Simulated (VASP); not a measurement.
BiSbS4, 6 atoms in the cell. The structure is tetragonal, space group I-4 (No. 82). Conventional cell: a = 5.950 Å, b = 5.950 Å, c = 9.300 Å, α = 90.00°, β = 90.00°, γ = 90.00°. Sb (site symmetry -4) has 4 S at 2.36 Å as nearest neighbours. Bi (site symmetry -4) has 4 S at 2.64 Å as nearest neighbours. Around S (site symmetry 1) lie 1 Sb at 2.36 Å and 1 Bi at 2.64 Å. The cell was built by a generator and needn't be a form met in nature.

- Program: VASP 6.6.1
- Task: relaxation of cell and atoms
- Functional: PBE
- Potentials or basis: VASP PAW PBE potentials, release 64 (Sb, Bi_d, S)
- Cutoff: 520 eV
- k mesh: 3 × 3 × 3
- Occupations: gaussian, width 0.15 eV
- Spin: no spin polarisation
- Further INCAR settings: PREC = Normal; ALGO = Fast; EDIFF = 0.0001; IBRION = 2; EDIFFG = -0.08; NSW = 24; ISIF = 3

Potentials or basis: VASP PAW PBE potentials, release 64 (Sb, Bi_d, S).

Launch:

```bash
$ cat potpaw_PBE.64/Sb/POTCAR potpaw_PBE.64/Bi_d/POTCAR potpaw_PBE.64/S/POTCAR > POTCAR
$ mpirun -np 2 vasp_std > vasp.out
```

Hardware: 2 MPI ranks on AMD EPYC 7R43 64-Core Processor (Zen 3), on a shared host.

**Question.** How long does it take, and how much memory?

**Answer.** Run time: 4.1 min on 2 MPI ranks on AMD EPYC 7R43 64-Core Processor (Zen 3), with other jobs on the host, peak memory 0.17 GiB a rank. Counts: scf iterations 122, k points 6, ion steps 16.
